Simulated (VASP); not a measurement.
A convergence study with VASP on SrO (rock salt): one setting is varied, all else stays as given below, so the limit is that of these other settings.

```xyz
2
Lattice="0.0000 2.5800 2.5800 2.5800 0.0000 2.5800 2.5800 2.5800 0.0000" Properties=species:S:1:pos:R:3 pbc="T T T"
Sr     0.0000     0.0000     0.0000
O      2.5800     2.5800     2.5800
```

Calculation: PBE GGA, VASP's PBE PAW potentials (set 64) (plane waves; VASP). The tightest run used: 700 eV cut-off, 18×18×18 Γ-centred mesh, Gaussian smearing of 0.050 eV, potentials Sr_sv O.

The reference is 18×18×18 mesh, which took about 70 core-seconds. The timings are rough (shared machines, no repeats); factors under 2 mean little.

Task: Of the settings 1×1×1 mesh; 2×2×2 mesh; 3×3×3 mesh; 4×4×4 mesh; 5×5×5 mesh; 6×6×6 mesh; 7×7×7 mesh; 8×8×8 mesh; 9×9×9 mesh; 10×10×10 mesh; 11×11×11 mesh; 12×12×12 mesh; 13×13×13 mesh; 14×14×14 mesh; 15×15×15 mesh; 16×16×16 mesh; 17×17×17 mesh; 18×18×18 mesh, which is the lowest that keeps the difference from the reference in E (eV/atom) within 0.001 from there on, and what does it cost?

Result: 5×5×5 mesh; its cost over the reference is about 1/8.
```tsv
setting	difference in E (eV/atom)	cost over the reference
1×1×1 mesh	3.7881	about 1/7
2×2×2 mesh	0.0992	about 1/6
3×3×3 mesh	0.0122	about 1/6
4×4×4 mesh	0.0017	about 1/6
5×5×5 mesh	0.0003	about 1/8
6×6×6 mesh	0.0000	about 1/5
7×7×7 mesh	0.0000	about 1/4
8×8×8 mesh	0.0000	about 1/5
9×9×9 mesh	0.0000	about 1/3
10×10×10 mesh	0.0000	about 1/5
11×11×11 mesh	0.0000	about 1/2
12×12×12 mesh	0.0000	about 1/2
13×13×13 mesh	0.0000	about 1/2
14×14×14 mesh	0.0000	within a factor of 2
15×15×15 mesh	0.0000	within a factor of 2
16×16×16 mesh	0.0000	within a factor of 2
17×17×17 mesh	0.0000	within a factor of 2
18×18×18 mesh	0.0000	reference
```

Left out are rungs that failed or repeat a setting and relaxations that didn't move; long series are thinned to 24 rows.

The compound is SrO in the rock salt structure. The cell was not relaxed at this level.
